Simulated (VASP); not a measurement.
All values below come from PBEsol GGA, VASP's PBE PAW potentials (set 64) (plane waves; VASP).

The input files of a VASP run:

File KPOINTS:
```
Automatic mesh
0
gamma
  12 12 6
```

### INCAR
```
! general
SYSTEM  = HfC
PREC    = Accurate
ENCUT   = 520
LREAL   = .False.   ! projection in real space or not
LASPH   = .True.

! electronic loop
EDIFF   = 1E-7   ! SCF stop (eV)
NELM    = 100
ALGO    = Normal   ! blocked Davidson
LMAXMIX = 6

! smearing
ISMEAR  = -5   ! tetrahedra, Bloechl

! functional
GGA     = PS

! ions
ISIF    = 2

! output
LWAVE   = .False.
LCHARG  = .True.
LORBIT  = 11
NEDOS   = 601   ! DOS grid

! other
LEFG    = .True.
```

**POSCAR**
```
HfC
3.2300090
  0.9999999443   0.0000000000   0.0000000000
 -0.4999999721   0.8660254195   0.0000000000
  0.0000000000   0.0000000000   1.7691878150
Hf C
2 2
Cart
  0.0000000000   0.0000000000   0.0000000000
  0.0000000000   0.0000000000   0.8845939075
 -0.0000005000   0.5773505683   0.4422969538
  0.5000004721   0.2886748511   1.3268908613
```

POTCAR, in this order: Hf_pv C (PBE.64 set). Program: vasp_std.

The run wrote:

File OSZICAR:
```
       N       E                     dE             d eps       ncg     rms          rms(c)
DAV:   1     0.959241919812E+02    0.95924E+02   -0.15674E+04  2736   0.150E+03
DAV:   2    -0.427648616073E+02   -0.13869E+03   -0.13600E+03  3618   0.326E+02
DAV:   3    -0.481988620480E+02   -0.54340E+01   -0.53871E+01  3352   0.490E+01
DAV:   4    -0.482762083638E+02   -0.77346E-01   -0.77253E-01  3676   0.587E+00
DAV:   5    -0.482769012714E+02   -0.69291E-03   -0.69265E-03  3452   0.477E-01    0.803E+01
DAV:   6    -0.424302686496E+02    0.58466E+01   -0.47993E+01  2998   0.276E+01    0.625E+01
DAV:   7    -0.422666944151E+02    0.16357E+00   -0.40338E+00  3046   0.103E+01    0.249E+01
DAV:   8    -0.421631369378E+02    0.10356E+00   -0.50704E-01  3290   0.352E+00    0.482E+00
DAV:   9    -0.421578016774E+02    0.53353E-02   -0.64221E-02  3202   0.143E+00    0.364E+00
DAV:  10    -0.421566424129E+02    0.11593E-02   -0.86514E-03  3366   0.514E-01    0.138E-01
DAV:  11    -0.421566178933E+02    0.24520E-04   -0.29368E-04  3224   0.128E-01    0.233E-01
DAV:  12    -0.421566108677E+02    0.70256E-05   -0.15133E-05  3684   0.248E-02    0.139E-01
DAV:  13    -0.421566082662E+02    0.26015E-05   -0.54601E-06  3214   0.108E-02    0.271E-02
DAV:  14    -0.421566079804E+02    0.28584E-06   -0.14899E-07  2110   0.262E-03    0.106E-02
DAV:  15    -0.421566078236E+02    0.15674E-06   -0.19420E-07  2204   0.224E-03    0.832E-04
DAV:  16    -0.421566079396E+02   -0.11600E-06   -0.22331E-08  1762   0.984E-04    0.118E-04
DAV:  17    -0.421566079544E+02   -0.14810E-07   -0.23068E-09  1720   0.394E-04
   1 F= -.42156608E+02 E0= -.42156608E+02  d E =0.000000E+00
```

**OUTCAR**
```
------------------------ aborting loop because EDIFF is reached ----------------------------------------
  FORCE on cell =-STRESS in cart. coord.  units (eV):
  Direction    XX          YY          ZZ          XY          YZ          ZX
  --------------------------------------------------------------------------------------
  Total        0.0564227      0.0564228     -0.0481021      0.0000000     -0.0000000      0.0000000
  in kB        1.7508503      1.7508506     -1.4926519      0.0000000     -0.0000000      0.0000000
  external PRESSURE =       0.6696830 kB  Pullay stress =       0.0000000 kB
  volume of cell :       51.63
      direct lattice vectors                 reciprocal lattice vectors
     3.230008820  0.000000000  0.000000000     0.309596678  0.178745712  0.000000000
    -1.615004410  2.797269899  0.000000000     0.000000000  0.357491424  0.000000000
     0.000000000  0.000000000  5.714492565     0.000000000  0.000000000  0.174993665
 POSITION                                       TOTAL-FORCE (eV/Angst)
 -----------------------------------------------------------------------------------
      0.00000      0.00000      0.00000        -0.000000      0.000000     -0.000000
      0.00000      0.00000      2.85725        -0.000000      0.000000     -0.000000
     -0.00000      1.86485      1.42862         0.000000     -0.000000      0.000000
      1.61501      0.93242      4.28587        -0.000000      0.000000      0.000000
 -----------------------------------------------------------------------------------
    total drift:                                0.000000     -0.000000      0.000000
  FREE ENERGIE OF THE ION-ELECTRON SYSTEM (eV)
  ---------------------------------------------------
  free  energy   TOTEN  =       -42.1566079544 eV

  energy  without entropy=      -42.1566079544  energy(sigma->0) =      -42.15660795

 total charge

# of ion       s       p       d       tot
------------------------------------------
    1        0.347   6.648   1.662   8.657
    2        0.347   6.648   1.662   8.657
    3        0.865   1.484   0.000   2.349
    4        0.865   1.484   0.000   2.349
--------------------------------------------------
tot          2.424  16.264   3.325  22.013
```
(Selected blocks of OUTCAR.)

For a metal the tetrahedron method with Blöchl corrections gives inexact stress and forces.

The structure was generated: HfC was put into the NiAs type type (P6_3/mmc), which need not be its known phase. It was relaxed first, which changed the volume by -33 %.
